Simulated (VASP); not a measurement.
Consider the following.

```xyz
1
Lattice="0.0000 2.4642 2.4642 2.4642 0.0000 2.4642 2.4642 2.4642 0.0000" Properties=species:S:1:pos:R:3 pbc="T T T"
Pb     0.0000     0.0000     0.0000
```

Computed with PBEsol GGA, VASP's PBE PAW potentials (set 64) (plane waves; VASP). Settings: 400 eV cut-off, 12×12×12 Γ-centred mesh, first-order Methfessel-Paxton smearing of 0.10 eV, potentials Pb_d.

Unless said otherwise, spin-orbit coupling is left out, though it shifts the bands of the heavy elements here.

Q: Estimate the energy per atom (σ→0), band gap (on the k-mesh) with the smallest direct gap where there is one.

A: 
The band gap (on the k-mesh) is none (metal, semimetal or under 0.01 eV). The energy per atom (σ→0) comes out as -3.983 eV/atom.

Total energies compare only between runs with the same potentials, cut-off and functional.

The compound is Pb in the fcc structure. It was relaxed first. The start is the result of an earlier pass.
